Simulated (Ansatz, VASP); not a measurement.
**BN (6H polytype (invented)): VASP beside Ansatz**

Aim: how closely do two programs agree when they are given the same cell, functional and k mesh? The cell is generated by rule, not measured, and may not be a known phase. The cell is taken from a series of runs on this material, whose earlier steps may have relaxed, scaled, displaced or heated it; both programs get it as it stands.

Calculated with Ansatz 0.2.0; plane waves, with VASP 6.6.1 beside it; single point at r2SCAN.

### Step 1. Set-up

It takes space group P6_3mc (No. 186, hexagonal). Conventional cell: a = 2.549 Å, b = 2.549 Å, c = 12.540 Å, α = 90.00°, β = 90.00°, γ = 120.00°. Nearest to B lie 4 N at 1.56 to 1.58 Å. B has 4 N at 1.56 Å nearest. N has 4 B at 1.56 to 1.58 Å nearest. N has 4 B at 1.56 Å nearest. Nearest to N lie 4 B at 1.56 Å. Farther neighbours and most contacts between anions are not listed.

### Step 2. Ansatz: single point, r2SCAN

Ansatz runs on its PAW soft_1 files.

A single point gives forces, pressure and levels at one fixed geometry, so differences don't come from the geometry; what else differs is listed under the comparison.

input.yaml

```yaml
crystal:
  lattice:
    - [2.5487852811, 0.0, 0.0]
    - [-1.2743926406, 2.2073128022, 0.0]
    - [0.0, 0.0, 12.5402358949]
  atoms:
    - { symbol: B, position: [0.0, 0.0, -0.000284759] }
    - { symbol: B, position: [0.3333333333, 0.6666666667, 0.1671114136] }
    - { symbol: B, position: [0.6666666667, 0.3333333333, 0.3332196143] }
    - { symbol: B, position: [0.0, 0.0, 0.499715241] }
    - { symbol: B, position: [0.6666666667, 0.3333333333, 0.6671114136] }
    - { symbol: B, position: [0.3333333333, 0.6666666667, 0.8332196143] }
    - { symbol: "N", position: [0.0, 0.0, 0.1253853248] }
    - { symbol: "N", position: [0.3333333333, 0.6666666667, 0.2917089687] }
    - { symbol: "N", position: [0.6666666667, 0.3333333333, 0.4578594376] }
    - { symbol: "N", position: [0.0, 0.0, 0.6253853248] }
    - { symbol: "N", position: [0.6666666667, 0.3333333333, 0.7917089687] }
    - { symbol: "N", position: [0.3333333333, 0.6666666667, 0.9578594376] }
kpoints:
  mp_grid: { grid: [9, 9, 2] }
hamiltonian:
  xc: r2scan
  pseudopotentials: { kind: paw, azcp: { folder: soft_1 } }
scf:
  occupations: { method: gaussian, width: 0.01 }
  n_extra_bands: 18
output:
  eigenvalues: true
  eigenstates:
    kpoints:
      - [0.0, -0.5, 0.0]
      - [0.003245214, -0.501622607, 0.0]
      - [0.0, -0.497189562, 0.0]
      - [0.0, -0.5, 0.015966724]
      - [0.002294713, -0.499160077, 0.0]
      - [0.002294713, -0.503134636, 0.0]
      - [0.002294713, -0.501147356, 0.011290179]
      - [0.002294713, -0.501147356, -0.011290179]
      - [0.0, -0.49801272, 0.011290179]
      - [0.0, -0.49801272, -0.011290179]
      - [0.001873625, -0.499314206, 0.009218393]
      - [0.001873625, -0.499314206, -0.009218393]
      - [0.001873625, -0.50255942, 0.009218393]
      - [-0.001873625, -0.49744058, 0.009218393]
      - [-0.003245214, -0.498377393, 0.0]
      - [0.0, -0.502810438, 0.0]
      - [0.0, -0.5, -0.015966724]
      - [-0.002294713, -0.500839923, 0.0]
      - [-0.002294713, -0.496865364, 0.0]
      - [-0.002294713, -0.498852644, -0.011290179]
      - [-0.002294713, -0.498852644, 0.011290179]
      - [0.0, -0.50198728, -0.011290179]
      - [0.0, -0.50198728, 0.011290179]
      - [-0.001873625, -0.500685794, -0.009218393]
      - [-0.001873625, -0.500685794, 0.009218393]
      - [-0.001873625, -0.49744058, -0.009218393]
      - [0.001873625, -0.50255942, -0.009218393]
      - [0.012169553, -0.506084777, 0.0]
      - [0.0, -0.489460858, 0.0]
      - [0.0, -0.5, 0.059875216]
      - [0.008605174, -0.496850288, 0.0]
      - [0.008605174, -0.511754886, 0.0]
      - [0.008605174, -0.504302587, 0.042338171]
      - [0.008605174, -0.504302587, -0.042338171]
      - [0.0, -0.492547701, 0.042338171]
      - [0.0, -0.492547701, -0.042338171]
      - [0.007026095, -0.497428271, 0.034568972]
      - [0.007026095, -0.497428271, -0.034568972]
      - [0.007026095, -0.509597824, 0.034568972]
      - [-0.007026095, -0.490402176, 0.034568972]
      - [-0.012169553, -0.493915223, 0.0]
      - [0.0, -0.510539142, 0.0]
      - [0.0, -0.5, -0.059875216]
      - [-0.008605174, -0.503149712, 0.0]
      - [-0.008605174, -0.488245114, 0.0]
      - [-0.008605174, -0.495697413, -0.042338171]
      - [-0.008605174, -0.495697413, 0.042338171]
      - [0.0, -0.507452299, -0.042338171]
      - [0.0, -0.507452299, 0.042338171]
      - [-0.007026095, -0.502571729, -0.034568972]
      - [-0.007026095, -0.502571729, 0.034568972]
      - [-0.007026095, -0.490402176, -0.034568972]
      - [0.007026095, -0.509597824, -0.034568972]
      - [0.0, 0.0, 0.0]
      - [0.003245214, -0.001622607, 0.0]
      - [0.0, 0.002810438, 0.0]
      - [0.0, 0.0, 0.015966724]
      - [0.002294713, 0.000839923, 0.0]
      - [0.002294713, -0.003134636, 0.0]
      - [0.002294713, -0.001147356, 0.011290179]
      - [0.002294713, -0.001147356, -0.011290179]
      - [0.0, 0.00198728, 0.011290179]
      - [0.0, 0.00198728, -0.011290179]
      - [0.001873625, 0.000685794, 0.009218393]
      - [0.001873625, 0.000685794, -0.009218393]
      - [0.001873625, -0.00255942, 0.009218393]
      - [-0.001873625, 0.00255942, 0.009218393]
      - [-0.003245214, 0.001622607, 0.0]
      - [0.0, -0.002810438, 0.0]
      - [0.0, 0.0, -0.015966724]
      - [-0.002294713, -0.000839923, 0.0]
      - [-0.002294713, 0.003134636, 0.0]
      - [-0.002294713, 0.001147356, -0.011290179]
      - [-0.002294713, 0.001147356, 0.011290179]
      - [0.0, -0.00198728, -0.011290179]
      - [0.0, -0.00198728, 0.011290179]
      - [-0.001873625, -0.000685794, -0.009218393]
      - [-0.001873625, -0.000685794, 0.009218393]
      - [-0.001873625, 0.00255942, -0.009218393]
      - [0.001873625, -0.00255942, -0.009218393]
      - [0.012169553, -0.006084777, 0.0]
      - [0.0, 0.010539142, 0.0]
      - [0.0, 0.0, 0.059875216]
      - [0.008605174, 0.003149712, 0.0]
      - [0.008605174, -0.011754886, 0.0]
      - [0.008605174, -0.004302587, 0.042338171]
      - [0.008605174, -0.004302587, -0.042338171]
      - [0.0, 0.007452299, 0.042338171]
      - [0.0, 0.007452299, -0.042338171]
      - [0.007026095, 0.002571729, 0.034568972]
      - [0.007026095, 0.002571729, -0.034568972]
      - [0.007026095, -0.009597824, 0.034568972]
      - [-0.007026095, 0.009597824, 0.034568972]
      - [-0.012169553, 0.006084777, 0.0]
      - [0.0, -0.010539142, 0.0]
      - [0.0, 0.0, -0.059875216]
      - [-0.008605174, -0.003149712, 0.0]
      - [-0.008605174, 0.011754886, 0.0]
      - [-0.008605174, 0.004302587, -0.042338171]
      - [-0.008605174, 0.004302587, 0.042338171]
      - [0.0, -0.007452299, -0.042338171]
      - [0.0, -0.007452299, 0.042338171]
      - [-0.007026095, -0.002571729, -0.034568972]
      - [-0.007026095, -0.002571729, 0.034568972]
      - [-0.007026095, 0.009597824, -0.034568972]
      - [0.007026095, -0.009597824, -0.034568972]
basis:
  ecutwfc: 600.0
checkpoint:
  read: start.run
  write: ck
  compress: false
  write_wavefunctions: false
  write_every: 100000
```

Command:

```console
ansatz run input.yaml --threads 4 --pin off --max-ram 10240MiB --backend cpu --events-out ev --progress --plain --runs-dir out
```

Numbers of over 12 decimals in the logs are rounded to 6 here.

Output:

```text
scf.n_extra_bands = 18 over 24 filled bands (N_el = 48.0): the run solves 42 bands
Engine: ansatz 0.2.0, aarch64-unknown-linux-gnu
Pseudopotentials: kind: paw
Pseudopotential: B, paw, valence charge 3, recommended cutoff 500 eV (meta_gga), soft_1/B.paw.azcp
Pseudopotential: N, paw, valence charge 5, recommended cutoff 500 eV (meta_gga), soft_1/N.paw.azcp
Functional definition: r2SCAN
  parameter k0 = 0.174
  parameter k1 = 0.065
  parameter a1 = 4.9479
  exchange = r2scan_x(k0 = k0, k1 = k1, a1 = a1)
  correlation = r2scan_c
Crystal: 12 atoms, lattice volume = 70.551 Å³
Basis set: ecut = 600 eV, 2355 PW (Γ), exchange–correlation on 96×96×432 points (64 copies of the dense FFT grid, shifted against one another)
Bands: 42, of which v1, the nominal top of the filled ones, is band 24 counted from 1 (23 counted from 0)
Symmetry: 12 space group operations
Space group: P63mc (ITA 186), of the structure as read, at distance tolerance 4.1e-5 Å
k-points: 24 of 162
Non-local potential: B, projectors of the file, l = 0: 2, l = 1: 2, l = 2: 1
Non-local potential: N, projectors of the file, l = 0: 2, l = 1: 2, l = 2: 1
PAW form: soft (Blöchl's): semilocal exchange-correlation on the pseudo side does not see the compensation charge
PAW frozen core: B, regenerated for the run's functional (the file was generated under x = pbe(κ = 0.804, μ = 0.219515), c = pbe(β = 0.066725))
PAW frozen core: N, regenerated for the run's functional (the file was generated under x = pbe(κ = 0.804, μ = 0.219515), c = pbe(β = 0.066725))
PAW one-centre angular grid: B, 302 points (default); XC on 223 of its mesh's 2233 points in the sphere
PAW one-centre angular grid: N, 302 points (default); XC on 160 Gauss nodes
Initial density: read from a saved state, or passed on in memory by an earlier SCF of this step, an earlier step, the calling program or the single point that the run made first
Initial wavefunctions: pseudopotential atomic-orbital guess
Functional: x = r2scan, c = r2scan; τ floored in thin density (d = 2e-4 eV/Å³)
iter 1 solved again at ethr=4.87e-9 eV; its pass at ethr=3.10e-3 eV (dr2=2.34e-6 eV) is discarded
SCF iter   1: F=—  HF=-3264.003231 eV  |F-HF|=—  |Δ(HF+E_count)|=         —  Δρ=9.37e-8  dr2=3.29e-12  dr2_τ=6.37e-13  ethr=4.87e-9  ⟨swp⟩=4.8  Hψ=8034  notcnv=0
eigensolver tolerance schedule: the retry pair's looser diagonalisation over-reported the residual by 710437.91 of it (diagonalisation noise at an unbounded share of the residual, at the tolerance the schedule requests for it); recorded, not acted on — ethr = c·dr2/N_el stays at c = 1.0e-1
preconditioner: auto → none  [insulator: Δε(μ)=5.854 eV  Ē_g=20.154 eV  σ=0.010 eV  W_gap=1.00  n_scr=10 (ndim 8)  ℏωp=30.6 eV  f_vac=0.000  D(μ)=0.00/eV (n_scr^D=0)  ε∞_Penn≈3.3]
SCF iter   2: F=-3264.003231 eV  HF=-3264.003231 eV  |F-HF|=1.82e-12  |Δ(HF+E_count)|=   4.11e-7  Δρ=4.17e-8  dr2=1.13e-12  dr2_τ=3.32e-13  ethr=1.00e-12  ⟨swp⟩=5.1  Hψ=3104  notcnv=0
SCF 1 converged in 2 iterations: F = -3264.003231 eV  dr2 = 1.13e-12
  greatest PAW one-centre occupation: 0.801 electrons in one spin orbital (limit 2), on the N atom at site 11 (counted from 0), in its partial waves of l = 0
NSCF: frozen V_eff on 106 k-points
SCF converged after 2 iterations
Free energy (F): -3264.003231 eV
Harris-Foulkes:  -3264.003231 eV  (|F-HF|=1.82e-12)
Internal energy: -3264.003231 eV  (E = F + TS)
E sigma→0 (E₀):  -3264.003231 eV
Fermi energy:    14.049399 eV
--- Per-component energies (eV) ---
  E_band       = 133.326802
  E_kinetic    = 1105.393997
  E_local      = -952.633312  (includes V_loc(G=0)·N_el)
  E_nonlocal   = 249.640915
  E_hartree    = 297.514970
  E_xc         = -552.091134
  E_vxc        = -760.073240  (∫ρ·V_xc dr)
  E_paw        = -1259.023881  (= ΣΔE_a)
  E_vpaw       = -145.483484  (= ΣTr[D̂ρ^β])
  E_aug_tail   = 0.000154  (compensation charges beyond the density's cutoff)
  E_vtau       = 41.451835  (kinetic-family band-sum trace: ∫τ·v_τ [+ j·A + Jᵃ·Aᵃ] dr)
  E_ewald      = -2152.516898
  E_core_change = -0.288042  (= ΣΔE_core)
  E_smearing   = -0.000000  (= −TS)
  E_closure    = -0.000000  (closes the sum)
  Σ components = -3264.003231   (vs F -3264.003231, Δ=0.00e0)
--- Band table (eV; the first three rows and the last of 24) ---
  k-point 0: bands = [... 20 lower, 10.5214, 11.0331, 11.1223, 11.1223, 20.5288, 20.5288, 20.6530, 21.0564, ... 14 higher]
  k-point 1: bands = [... 20 lower, 10.9378, 10.9378, 10.9378, 10.9378, 20.7768, 20.7768, 20.7768, 20.7768, ... 14 higher]
  k-point 2: bands = [... 20 lower, 10.1118, 10.1738, 10.7723, 10.8679, 20.1066, 20.5809, 20.6223, 21.0082, ... 14 higher]
  k-point 23: bands = [... 20 lower, 7.0219, 7.0219, 7.4449, 7.4449, 19.0290, 19.0290, 20.2080, 20.2080, ... 14 higher]
```

(Part 1 of 2 ends here.)

[Lines on the potential files, build, host, timing and source positions are cut from VASP's logs without a mark.]

[Logs are printed without paths, hosts, clocks, repeated set-up lines and the standing remarks that a program may print on its own settings, such as how far it seeks lower states.]

[Hosts, paths, dates, database ids (printed as entryN), source tags and the programs' standing remarks are cut or masked in the printed files.]
